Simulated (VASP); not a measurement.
Consider the following.

```yaml
crystal:
  lattice:
    - [10.93707, 0.00000, 0.00000]
    - [0.00000, 10.93707, 0.00000]
    - [0.00000, 0.00000, 10.93707]
  atoms:
    - { symbol: Si, position: [0.50106, 0.99713, 0.99721] }
    - { symbol: Si, position: [0.62616, 0.12290, 0.12282] }
    - { symbol: Si, position: [0.75114, 0.24881, 0.99826] }
    - { symbol: Si, position: [0.87693, 0.37377, 0.12302] }
    - { symbol: Si, position: [0.75121, 0.99837, 0.24863] }
    - { symbol: Si, position: [0.87687, 0.12305, 0.37368] }
    - { symbol: Si, position: [0.99987, 0.99988, 0.99984] }
    - { symbol: Si, position: [0.12797, 0.12399, 0.12403] }
    - { symbol: Si, position: [0.25345, 0.25103, 0.00052] }
    - { symbol: Si, position: [0.37972, 0.37326, 0.12990] }
    - { symbol: Si, position: [0.50006, 0.49984, 0.00184] }
    - { symbol: Si, position: [0.62663, 0.61985, 0.13010] }
    - { symbol: Si, position: [0.74870, 0.74621, 0.00060] }
    - { symbol: Si, position: [0.87569, 0.87175, 0.12404] }
    - { symbol: Si, position: [0.25345, 0.00051, 0.25102] }
    - { symbol: Si, position: [0.37970, 0.12987, 0.37321] }
    - { symbol: Si, position: [0.51061, 0.25127, 0.25120] }
    - { symbol: Si, position: [0.74824, 0.48864, 0.25175] }
    - { symbol: Si, position: [0.86984, 0.61997, 0.37323] }
    - { symbol: Si, position: [0.50005, 0.00190, 0.49980] }
    - { symbol: Si, position: [0.62663, 0.12999, 0.61987] }
    - { symbol: Si, position: [0.74816, 0.25167, 0.48859] }
    - { symbol: Si, position: [0.86970, 0.37339, 0.61984] }
    - { symbol: Si, position: [0.74870, 0.00064, 0.74632] }
    - { symbol: Si, position: [0.87566, 0.12413, 0.87181] }
    - { symbol: Si, position: [0.00267, 0.49887, 0.99712] }
    - { symbol: Si, position: [0.12828, 0.62213, 0.12881] }
    - { symbol: Si, position: [0.24914, 0.75068, 0.00347] }
    - { symbol: Si, position: [0.37773, 0.87165, 0.12878] }
    - { symbol: Si, position: [0.00165, 0.24876, 0.24869] }
    - { symbol: Si, position: [0.12513, 0.37501, 0.37501] }
    - { symbol: Si, position: [0.25832, 0.49971, 0.25926] }
    - { symbol: Si, position: [0.38558, 0.61504, 0.39692] }
    - { symbol: Si, position: [0.50041, 0.74184, 0.25899] }
    - { symbol: Si, position: [0.62494, 0.87492, 0.37492] }
    - { symbol: Si, position: [0.00261, 0.99719, 0.49872] }
    - { symbol: Si, position: [0.12802, 0.12861, 0.62222] }
    - { symbol: Si, position: [0.25792, 0.25875, 0.49962] }
    - { symbol: Si, position: [0.38480, 0.39587, 0.61506] }
    - { symbol: Si, position: [0.60295, 0.61508, 0.61428] }
    - { symbol: Si, position: [0.74090, 0.74185, 0.49951] }
    - { symbol: Si, position: [0.87115, 0.87167, 0.62222] }
    - { symbol: Si, position: [0.24901, 0.00346, 0.75080] }
    - { symbol: Si, position: [0.37762, 0.12859, 0.87177] }
    - { symbol: Si, position: [0.50025, 0.25875, 0.74187] }
    - { symbol: Si, position: [0.62480, 0.37500, 0.87475] }
    - { symbol: Si, position: [0.74052, 0.49969, 0.74146] }
    - { symbol: Si, position: [0.87096, 0.62214, 0.87155] }
    - { symbol: Si, position: [0.99919, 0.74628, 0.25100] }
    - { symbol: Si, position: [0.12856, 0.87114, 0.37358] }
    - { symbol: Si, position: [0.99799, 0.49989, 0.49979] }
    - { symbol: Si, position: [0.12240, 0.62612, 0.62609] }
    - { symbol: Si, position: [0.25149, 0.74841, 0.50274] }
    - { symbol: Si, position: [0.37360, 0.87760, 0.62611] }
    - { symbol: Si, position: [0.99907, 0.25112, 0.74623] }
    - { symbol: Si, position: [0.12860, 0.37357, 0.87110] }
    - { symbol: Si, position: [0.25156, 0.50273, 0.74826] }
    - { symbol: Si, position: [0.37372, 0.62616, 0.87744] }
    - { symbol: Si, position: [0.49702, 0.74845, 0.74824] }
    - { symbol: Si, position: [0.62618, 0.87113, 0.87117] }
    - { symbol: Si, position: [0.99639, 0.75070, 0.75071] }
    - { symbol: Si, position: [0.12466, 0.87507, 0.87520] }
    - { symbol: O, position: [0.47065, 0.53163, 0.52909] }
```
Cell charge -1.

Level of theory: HSE06 screened hybrid, VASP's PBE PAW potentials (set 64) (plane waves; VASP 6.6.1). Run with PREC = Normal, LREAL = Auto, ISYM = 0, NELECT = 255.0, EDIFF = 1E-5, 400 eV cut-off, 1×1×1 Γ-centred mesh, Gaussian smearing of 0.050 eV, potentials Si O. Starting moments (MAGMOM): 63*0.0476. The cell's moment is fixed (NUPDOWN = 3).

The cell is charged, with a uniform compensating background. The supercell is sampled at Γ alone, which is coarse: total energies, pressure and levels can be off, energies of defects by several tenths of an eV.

Task: What does the run give for the cell moment, energy per atom (σ→0), largest force?

Result: 
| Property | Value |
|---|---|
| cell moment | 3.00 μB |
| energy per atom (σ→0) | -6.096 eV/atom |
| largest force | 0.255 eV/Å |

Task: Give the moment on each site (PAW-sphere projection).

Result: 
```
site  moment (μB)
----  -----------
Si1          0.03
Si2          0.00
Si3          0.00
Si4          0.00
Si5          0.00
Si6          0.00
Si7          0.00
Si8          0.00
Si9          0.01
Si10         0.01
Si11         0.00
Si12         0.01
Si13         0.01
Si14         0.00
Si15         0.01
Si16         0.01
Si17         0.18
Si18         0.18
Si19         0.01
Si20         0.00
Si21         0.01
Si22         0.18
Si23         0.01
Si24         0.01
Si25         0.00
Si26         0.03
Si27         0.01
Si28         0.00
Si29         0.01
Si30         0.00
Si31         0.00
Si32         0.00
Si33         0.06
Si34         0.00
Si35         0.00
Si36         0.03
Si37         0.01
Si38         0.00
Si39         0.07
Si40         0.06
Si41         0.00
Si42         0.01
Si43         0.00
Si44         0.01
Si45         0.00
Si46         0.00
Si47         0.00
Si48         0.01
Si49         0.01
Si50         0.02
Si51         0.00
Si52         0.00
Si53         0.00
Si54         0.00
Si55         0.01
Si56         0.02
Si57         0.00
Si58         0.00
Si59         0.00
Si60         0.02
Si61         0.00
Si62         0.00
O63          0.03
```

The absolute energy has meaning only against runs of the same code, potentials and settings.

The cell is a supercell with a defect, built from Si (diamond): O_Si-vac_Si, charge -1. The cell's shape comes from a PBE relaxation.
